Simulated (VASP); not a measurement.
A run of VASP 6.6.1 is set up as follows.

INCAR

```
  PREC = Normal
  ENCUT = 520
  EDIFF = 1E-4
  ISMEAR = 0
  SIGMA = 0.15
  LREAL = Auto
  LASPH = T
  NELM = 60
  ALGO = Fast
  ISIF = 3
  LWAVE = F
  LCHARG = F
  GGA = PE
  IBRION = 2
  NSW = 24
  EDIFFG = -0.08
  KPAR = 4
```

File KPOINTS:

```
Automatic mesh
0
Gamma
  5 5 2
```

File POSCAR:

```
Hf2ZrGe3
1.0
    1.9150000000     -5.0000000000      0.0000000000
    1.9150000000      5.0000000000      0.0000000000
    0.0000000000      0.0000000000     11.3400000000
Zr Hf Ge
2 4 6
Direct
    0.8600000000      0.1400000000      0.7500000000
    0.1400000000      0.8600000000      0.2500000000
    0.8600000000      0.1400000000      0.4166700000
    0.1400000000      0.8600000000      0.5833300000
    0.1400000000      0.8600000000      0.9166700000
    0.8600000000      0.1400000000      0.0833300000
    0.4250000000      0.5750000000      0.9166700000
    0.5750000000      0.4250000000      0.0833300000
    0.5750000000      0.4250000000      0.4166700000
    0.4250000000      0.5750000000      0.5833300000
    0.4250000000      0.5750000000      0.2500000000
    0.5750000000      0.4250000000      0.7500000000
```

Potentials or basis: VASP PAW PBE potentials, release 64 (Zr_sv, Hf_pv, Ge_d).

Launch:

```console
$ cat potpaw_PBE.64/Zr_sv/POTCAR potpaw_PBE.64/Hf_pv/POTCAR potpaw_PBE.64/Ge_d/POTCAR > POTCAR
$ mpirun -np 4 vasp_std > vasp.out
```

**Question.** Predict the relaxed cell.

**Answer.** a = 5.408 Å, b = 5.408 Å, c = 11.564 Å, α = 90.00°, β = 90.00°, γ = 138.76°.

**Question.** Predict the band gap on the k mesh.

**Answer.** None (metal or under the smearing width).

**Question.** Estimate the relaxed volume.

**Answer.** 18.58 Å³/atom.

Final structure:
```
Zr Hf Ge
1.0
     1.90421   -5.06119    0.00000
     1.90421    5.06119    0.00000
     0.00000    0.00000   11.56420
Zr Hf Ge
2 4 6
Cartesian
  1.9042 -3.6198 8.6732
  1.9042 3.6198 2.8911
  1.9042 -3.6135 4.8227
  1.9042 3.6135 6.7415
  1.9042 3.6135 10.6048
  1.9042 -3.6135 0.9594
  1.9042 0.9091 10.6123
  1.9042 -0.9091 0.9519
  1.9042 -0.9091 4.8302
  1.9042 0.9091 6.7340
  1.9042 0.9023 2.8911
  1.9042 -0.9023 8.6732
```

 Spin-orbit coupling is left out, which matters for the levels of Hf.
